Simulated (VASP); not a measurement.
InAs:

```
In As
1.0
     0.00000    3.01800    3.01800
     3.01800    0.00000    3.01800
     3.01800    3.01800    0.00000
In As
1 1
Direct
  0.00000 0.00000 0.00000
  0.25000 0.25000 0.25000
```

- Program: VASP 6.6.1
- Task: relaxation of cell and atoms
- Functional: PBE
- Potentials or basis: VASP PAW PBE potentials, release 64 (In_d, As)
- Cutoff: 600 eV
- k mesh: 12 × 12 × 12
- Occupations: gaussian, width 0.1 eV
- Spin: no spin polarisation

At the start: pressure 4.4 GPa; volume 27.49 Å³/atom.

Question: How do energy, volume and symmetry change on relaxing?

Answer: Over 5 steps the energy falls by 27.1 meV/atom and the volume is 29.62 Å³/atom (+7.8 %); space group F-43m (No. 216, to 0.05 Å).

Step by step:
| step | energy change (eV) | largest force (eV/Å) | pressure (GPa) | volume (Å³) |
| --- | --- | --- | --- | --- |
| 1 | 0.0000 | 0.0000 | 4.37 | 54.98 |
| 2 | -0.0454 | 0.0000 | -1.45 | 61.16 |
| 3 | -0.0542 | 0.0000 | 0.03 | 59.24 |
| 4 | -0.0541 | 0.0000 | -0.06 | 59.33 |
| 5 | -0.0542 | 0.0000 | 0.02 | 59.24 |

Final structure:
```
In As
1.0
     0.00000    3.09414    3.09414
     3.09414    0.00000    3.09414
     3.09414    3.09414    0.00000
In As
1 1
Direct
  0.00000 0.00000 0.00000
  0.25000 0.25000 0.25000
```
